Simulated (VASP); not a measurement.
```
CELL_PARAMETERS angstrom
      0.00215     6.18738     6.17349
      6.18738     0.00215     6.17349
      3.09476     3.09476     0.00000
ATOMIC_POSITIONS crystal
  Cd 0.99040 0.99040 0.01920
  Cd 0.99451 0.51432 0.99118
  Cd 0.51432 0.99451 0.99118
  Cd 0.50072 0.50072 0.99855
  Te 0.12614 0.12614 0.24771
  Se 0.12688 0.62288 0.25024
  Se 0.62288 0.12688 0.25024
  Se 0.62415 0.62415 0.25170
```

These are PBEsol GGA, VASP's PBE PAW potentials (set 64) (plane waves; VASP) values and carry that method's errors. Settings: 400 eV cut-off, 4×4×7 Γ-centred mesh, tetrahedra with Blöchl corrections, potentials Cd Te Se.

The cores are frozen, which limits the accuracy of field gradients.

Task: Give the principal components of the electric field gradient (V/Å²) and the asymmetry η at each nucleus.

Result: 
| atom | Vxx | Vyy | Vzz | η |
|---|---|---|---|---|
| Cd1 | 2.5 | 1.1 | -3.5 | 0.40 |
| Cd2 | 1.5 | 0.1 | -1.7 | 0.83 |
| Cd3 | 1.5 | 0.1 | -1.7 | 0.83 |
| Cd4 | 1.0 | 0.6 | -1.6 | 0.24 |
| Te5 | 32.3 | 15.2 | -47.5 | 0.36 |
| Se6 | 26.6 | 10.3 | -37.0 | 0.44 |
| Se7 | 26.6 | 10.3 | -37.0 | 0.44 |
| Se8 | 22.2 | 8.5 | -30.7 | 0.45 |

The structure was generated: Cd4Se3Te was put into an ordered model structure (Amm2), which need not be its known phase. It was relaxed first.
